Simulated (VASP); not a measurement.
Wanted: the native input for a VASP 6.6.1 run.

```yaml
Task: relaxation of cell and atoms
Functional: PBE
Potentials_or_basis: VASP PAW PBE potentials, release 64 (Hf_pv, Si, B)
Cutoff: 520 eV
k_mesh: 5 × 5 × 5
Occupations: gaussian, width 0.15 eV
Spin: no spin polarisation
Further_INCAR_settings: PREC = Normal; ALGO = Fast; EDIFF = 0.0001; IBRION = 2; EDIFFG = -0.08; NSW = 24; ISIF = 3
```

The structure of HfSi2B4 lies in POSCAR:

```
HfSi2B4
1.0
   -2.6000000000      2.6000000000      2.8500000000
    2.6000000000     -2.6000000000      2.8500000000
    2.6000000000      2.6000000000     -2.8500000000
Hf Si B
1 2 4
Direct
    0.0000000000      0.0000000000      0.0000000000
    0.2500000000      0.7500000000      0.5000000000
    0.7500000000      0.2500000000      0.5000000000
    0.5000000000      0.2500000000      0.7500000000
    0.2500000000      0.5000000000      0.7500000000
    0.5000000000      0.7500000000      0.2500000000
    0.7500000000      0.5000000000      0.2500000000
```

The cell was built by a generator and needn't be a form met in nature.

These files were run (other wordings do the same):

INCAR

```
PREC     = Normal         # precision mode
ENCUT    = 520            # plane-wave cutoff, eV
EDIFF    = 1E-4           # SCF threshold, eV
ISMEAR   = 0              # smearing method
SIGMA    = 0.15           # smearing width, eV
LREAL    = F              # projectors in reciprocal space
LASPH    = T              # aspherical terms in the spheres
NELM     = 60             # most SCF steps
ALGO     = Fast           # electronic algorithm
ISIF     = 3              # what is computed and relaxed
LWAVE    = F              # write WAVECAR
LCHARG   = F              # write CHGCAR
GGA      = PE             # functional
IBRION   = 2              # ionic algorithm
NSW      = 24             # ionic steps
EDIFFG   = -0.08          # ionic threshold
KPAR     = 4
```

KPOINTS

```
regular mesh
0
Gamma
  5 5 5
```

Potentials or basis: VASP PAW PBE potentials, release 64 (Hf_pv, Si, B).

The run is started by

```sh
$ cat potpaw_PBE.64/Hf_pv/POTCAR potpaw_PBE.64/Si/POTCAR potpaw_PBE.64/B/POTCAR > POTCAR
$ mpirun -np 4 vasp_std > vasp.out
```

Results of the run:

```json
{
 "Relaxed volume": "11.66 Å³/atom",
 "Relaxed cell": "a = 4.750 Å, b = 4.750 Å, c = 4.750 Å, α = 112.98°, β = 112.98°, γ = 102.66°",
 "Space group after relaxing (to 0.05 Å)": "I4/mmm (No. 139)",
 "Energy gained by relaxing": "93.2 meV/atom",
 "Ionic steps": "6",
 "Pressure after relaxing": "-0.2 GPa",
 "Largest force after relaxing": "0.044 eV/Å",
 "Band gap on the k mesh": "none (metal or under the smearing width)"
}
```

Caveat: the relaxation stopped at a loose force limit of 0.08 eV/Å, so its end isn't a converged minimum.

Wall time 22 s on 4 MPI ranks on Intel(R) Xeon(R) Platinum 8488C (Sapphire Rapids), on a shared host, peak memory 0.17 GiB a rank.
